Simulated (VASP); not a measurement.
VASP ran on this input.

### INCAR
```
SYSTEM  =  Fe
PREC  =  Accurate; ENCUT  =  520; LREAL  =  .FALSE.
LASPH  =  .TRUE.
EDIFF  =  1E-7; NELM  =  100; ALGO  =  Normal
LMAXMIX  =  4
ISMEAR  =  1; SIGMA  =  0.1
GGA  =  PE
ISPIN  =  2; MAGMOM  =  2.2
ISIF  =  2
LWAVE  =  .FALSE.; LCHARG  =  .FALSE.; LORBIT  =  10
```

KPOINTS:
```
Automatic mesh
0
Gamma
 18 18 18
```

**POSCAR**
```
Fe
1
   -1.4168963496     1.4168963496     1.4168963496
    1.4168963496    -1.4168963496     1.4168963496
    1.4168963496     1.4168963496    -1.4168963496
Fe
1
Direct
  0.0000000000   0.0000000000   0.0000000000
```

POTCAR, in this order: Fe (PBE.64 set). Program: vasp_std.

### Question
Write an equivalent input for Quantum ESPRESSO's pw.x.

### Answer
One equivalent input (not run):
```
&CONTROL
  calculation = 'scf'
  pseudo_dir = './pseudo'
  outdir = './out'
  tprnfor = .true.
  tstress = .true.
/
&SYSTEM
  ibrav = 0
  nat = 1
  ntyp = 1
  ecutwfc = 90
  occupations = 'smearing'
  smearing = 'methfessel-paxton'
  degauss = 0.00735
  input_dft = 'pbe'
  nspin = 2
  starting_magnetization(1) = 0.22
/
&ELECTRONS
  conv_thr = 7.3e-09
  electron_maxstep = 100
/
ATOMIC_SPECIES
  Fe 55.845 Fe.upf
CELL_PARAMETERS angstrom
    -1.4168963    1.4168963    1.4168963
     1.4168963   -1.4168963    1.4168963
     1.4168963    1.4168963   -1.4168963
ATOMIC_POSITIONS crystal
  Fe   0.0000000  0.0000000  0.0000000
K_POINTS automatic
  18 18 18 0 0 0
```
What does not carry over: the potentials are each code's own (VASP's PAW set, PseudoDojo norm-conserving files in pw.x), so ENCUT and ecutwfc are chosen apart and not converted; conv_thr bounds pw.x's estimated SCF error, while EDIFF bounds the energy change between steps; starting_magnetization is a fraction of the valence charge and MAGMOM a moment in μB, so they match only roughly.

The compound is Fe in the bcc structure. It was relaxed first.
